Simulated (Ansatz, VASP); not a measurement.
# Be2Cd2S in VASP and in Ansatz

```
CELL_PARAMETERS angstrom
-2.80369 2.80369 2.95846
2.80369 -2.80369 2.95846
2.80369 2.80369 -2.95846
ATOMIC_POSITIONS crystal
Be 0.67167 0.67167 0.00000
Be 0.32833 0.32833 0.00000
Cd 0.50000 0.00000 0.50000
Cd 0.00000 0.50000 0.50000
S 0.00000 0.00000 0.00000
```

Alike in both runs: functional PBE; k mesh 4 × 4 × 4; occupations gaussian, width 0.1 eV; no spin polarisation.

Ansatz relaxed the structure, and its values are those at the end. VASP's run is a single point on that final structure, the one shown.

|  | VASP | Ansatz |
| --- | --- | --- |
| version | VASP 6.6.1 | Ansatz 0.2.0 |
| potentials or method | VASP PAW PBE potentials, release 64 (Be, Cd, S) | scalar-relativistic, plane waves, PAW |
| plane-wave cutoff (eV) | 520 | 420 |
| valence electrons in the cell | 34 | 50 |

|  | VASP | Ansatz | Ansatz less VASP |
| --- | --- | --- | --- |
| gap on the k mesh at the Fermi level (eV) | none | none | - |
| pressure (GPa) | 0.1 | -0.1 | -0.16 |
| rms of the force components (eV/Å) | 0.008 | 0.009 | +0.0004 |

A gap of «none» marks a metal or a gap that the smearing closes. The two sets of potentials don't hold the same shells in valence.

Caveats: the k mesh is coarse (spacing up to 0.40 Å⁻¹), so the values aren't converged.
